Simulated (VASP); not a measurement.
OSZICAR of a VASP run on GaAs (zinc blende):

OSZICAR:
```
       N       E                     dE             d eps       ncg     rms          rms(c)
DAV:   1     0.803366004301E+02    0.80337E+02   -0.93977E+03   762   0.195E+03
DAV:   2    -0.188072769353E+01   -0.82217E+02   -0.79395E+02   839   0.332E+02
DAV:   3    -0.823166144105E+01   -0.63509E+01   -0.63124E+01   914   0.755E+01
DAV:   4    -0.834455592193E+01   -0.11289E+00   -0.11283E+00   896   0.110E+01
DAV:   5    -0.834656081685E+01   -0.20049E-02   -0.20048E-02   904   0.128E+00    0.307E+00
DAV:   6    -0.819741483392E+01    0.14915E+00   -0.25857E-01  1161   0.102E+01    0.186E+00
DAV:   7    -0.817474658637E+01    0.22668E-01   -0.83434E-02  1042   0.244E+00    0.572E-01
DAV:   8    -0.817534610956E+01   -0.59952E-03   -0.10989E-02   874   0.152E+00    0.120E-01
DAV:   9    -0.817572629596E+01   -0.38019E-03   -0.10987E-03   927   0.462E-01    0.503E-02
DAV:  10    -0.817578755467E+01   -0.61259E-04   -0.87095E-05  1016   0.120E-01    0.275E-02
DAV:  11    -0.817583510440E+01   -0.47550E-04   -0.73843E-05   824   0.774E-02    0.324E-03
DAV:  12    -0.817583538832E+01   -0.28392E-06   -0.14122E-06   912   0.201E-02    0.143E-03
DAV:  13    -0.817583573218E+01   -0.34385E-06   -0.61113E-07   839   0.707E-03    0.743E-04
DAV:  14    -0.817583569601E+01    0.36171E-07   -0.23128E-08   532   0.208E-03
   1 F= -.88595732E+01 E0= -.88595732E+01  d E =-.107003E-10
```

### Question
Which electronic solver shows in the log?

### Answer
It is blocked Davidson (ALGO = Normal, or the opening steps of other solvers). The INCAR had ALGO = Normal.

### Question
Can the final energy be trusted as converged?

### Answer
The run converged. It stopped with EDIFF = 1E-7, NELM = 100 (PBE GGA with D3 dispersion (Becke-Johnson damping), plane waves, VASP's PBE PAW potentials (set 64)).

The compound is GaAs in the zinc blende structure. This cell is one point of a volume scan, at 0.94 of the reference volume.
